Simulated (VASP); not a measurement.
Computed with LDA (Ceperley-Alder, Perdew-Zunger), VASP's LDA PAW potentials (set 64) (plane waves; VASP).

A VASP calculation is set up with these files.

### INCAR
```
! general
SYSTEM  = Ru
PREC    = Accurate
ENCUT   = 500
LREAL   = .FALSE.
LASPH   = .TRUE.   ! aspherical one-centre terms

! electronic loop
EDIFF   = 1E-6
NELM    = 100
ALGO    = Normal   ! blocked Davidson
LMAXMIX = 4

! smearing
ISMEAR  = 1
SIGMA   = 0.1

! ions
IBRION  = 2
NSW     = 40   ! most ionic steps
ISIF    = 3   ! ions, shape and volume
EDIFFG  = -0.02   ! ionic stop
PSTRESS = 50   ! kbar

! output
LWAVE   = .FALSE.
LCHARG  = .FALSE.
```

KPOINTS:
```
Automatic mesh
0
Gamma
16 16 9
0 0 0
```

### POSCAR
```
Ru
1.0
  1.3395639742  -2.3201930136   0.0000000000
  1.3395639742   2.3201930136   0.0000000000
  0.0000000000   0.0000000000   4.2207479641
Ru
2
direct
  0.3333330000   0.6666670000   0.2500000000
  0.6666670000   0.3333330000   0.7500000000
```

POTCAR, in this order: Ru_pv (LDA.64 set). Program: vasp_std.

What VASP printed:

File OSZICAR:
```
       N       E                     dE             d eps       ncg     rms          rms(c)
DAV:   1     0.277630131014E+03    0.27763E+03   -0.17656E+04  5416   0.169E+03
DAV:   2    -0.163585469879E+02   -0.29399E+03   -0.28856E+03  5726   0.491E+02
DAV:   3    -0.227843237590E+02   -0.64258E+01   -0.62757E+01  5676   0.786E+01
DAV:   4    -0.228539539498E+02   -0.69630E-01   -0.69373E-01  6692   0.697E+00
DAV:   5    -0.228549764331E+02   -0.10225E-02   -0.10223E-02  5894   0.768E-01    0.200E+01
DAV:   6    -0.215117873706E+02    0.13432E+01   -0.35079E+00  5462   0.195E+01    0.538E+00
DAV:   7    -0.214065987040E+02    0.10519E+00   -0.29176E-01  5568   0.498E+00    0.121E+00
DAV:   8    -0.213946432782E+02    0.11955E-01   -0.91674E-03  5500   0.121E+00    0.250E-01
DAV:   9    -0.213943323192E+02    0.31096E-03   -0.63113E-04  6910   0.282E-01    0.306E-02
DAV:  10    -0.213943564261E+02   -0.24107E-04   -0.15443E-05  5912   0.374E-02    0.642E-03
DAV:  11    -0.213943562973E+02    0.12881E-06   -0.56493E-07  3146   0.730E-03
   1 F= -.20575578E+02 E0= -.20575788E+02  d E =-.205756E+02
       N       E                     dE             d eps       ncg     rms          rms(c)
DAV:   1    -0.227674731563E+02   -0.13731E+01   -0.33253E+01  5442   0.716E+01    0.137E+01
DAV:   2    -0.213286172040E+02    0.14389E+01   -0.40340E+00  5438   0.222E+01    0.184E+00
DAV:   3    -0.212702983814E+02    0.58319E-01   -0.28003E-01  5556   0.530E+00    0.167E+00
DAV:   4    -0.212798984649E+02   -0.96001E-02   -0.11203E-02  5516   0.888E-01    0.435E-01
DAV:   5    -0.212813515526E+02   -0.14531E-02   -0.19502E-03  6384   0.290E-01    0.780E-02
DAV:   6    -0.212813299604E+02    0.21592E-04   -0.82469E-05  6360   0.679E-02    0.529E-03
DAV:   7    -0.212813288185E+02    0.11419E-05   -0.48621E-06  5084   0.159E-02    0.772E-03
DAV:   8    -0.212813288205E+02   -0.19354E-08   -0.29949E-07  3108   0.395E-03
   2 F= -.20509761E+02 E0= -.20509883E+02  d E =0.658165E-01
       N       E                     dE             d eps       ncg     rms          rms(c)
DAV:   1    -0.223296132318E+02   -0.10483E+01   -0.21088E+01  5430   0.588E+01    0.780E+00
DAV:   2    -0.214034426908E+02    0.92617E+00   -0.27186E+00  5424   0.177E+01    0.176E+00
DAV:   3    -0.213820811560E+02    0.21362E-01   -0.15076E-01  5528   0.384E+00    0.642E-01
DAV:   4    -0.213878785054E+02   -0.57973E-02   -0.52563E-03  5500   0.678E-01    0.226E-01
DAV:   5    -0.213892567631E+02   -0.13783E-02   -0.15149E-03  6212   0.257E-01    0.649E-02
DAV:   6    -0.213892556692E+02    0.10939E-05   -0.66397E-05  6662   0.671E-02    0.209E-02
DAV:   7    -0.213892506579E+02    0.50113E-05   -0.42621E-06  5172   0.157E-02    0.637E-03
DAV:   8    -0.213892506719E+02   -0.13990E-07   -0.25003E-07  2908   0.410E-03
   3 F= -.20580851E+02 E0= -.20581046E+02  d E =-.527302E-02
```

File OUTCAR:
```
------------------------ aborting loop because EDIFF is reached ----------------------------------------
  FORCE on cell =-STRESS in cart. coord.  units (eV):
  Direction    XX          YY          ZZ          XY          YZ          ZX
  --------------------------------------------------------------------------------------
  Total        0.7713868      0.7713869      0.8192329      0.0000000      0.0000000      0.0000000
  in kB       47.7107224     47.7107286     50.6700347      0.0000000      0.0000000      0.0000000
  external PRESSURE =      -1.3028381 kB  Pullay stress =      50.0000000 kB
  volume of cell :       25.90
      direct lattice vectors                 reciprocal lattice vectors
     1.333910848 -2.310401512  0.000000000     0.374837644 -0.216412601 -0.000000000
     1.333910848  2.310401512 -0.000000000     0.374837644  0.216412601 -0.000000000
     0.000000000  0.000000000  4.202643257     0.000000000  0.000000000  0.237945488
 POSITION                                       TOTAL-FORCE (eV/Angst)
 -----------------------------------------------------------------------------------
      1.33391      0.77014      1.05066        -0.000000      0.000000      0.000000
      1.33391     -0.77014      3.15198         0.000000     -0.000000      0.000000
 -----------------------------------------------------------------------------------
    total drift:                               -0.000000      0.000490     -0.000045
  FREE ENERGIE OF THE ION-ELECTRON SYSTEM (eV)
  ---------------------------------------------------
  free  energy   TOTEN  =       -21.3892506719 eV

  energy  without entropy=      -21.3898359382  energy(sigma->0) =      -21.38944576
  enthalpy is  TOTEN    =       -20.5808508511 eV   P V=        0.8083998208

 reached required accuracy - stopping structural energy minimisation
```
(Selected blocks of OUTCAR.)

File CONTCAR:
```
Ru
   1.00000000000000
     1.3339108484478734   -2.3104015119580619    0.0000000000000000
     1.3339108484478734    2.3104015119580619   -0.0000000000000000
     0.0000000000000000    0.0000000000000000    4.2026432566965521
  Ru
     2
Direct
     0.3333330000000032    0.6666669999999968    0.2500000000000000
     0.6666669999999968    0.3333330000000032    0.7500000000000000
```

The compound is Ru in the hcp structure. This run relaxes it under an external pressure of 5 GPa. Symmetry was kept, so distortions that lower it aren't found.
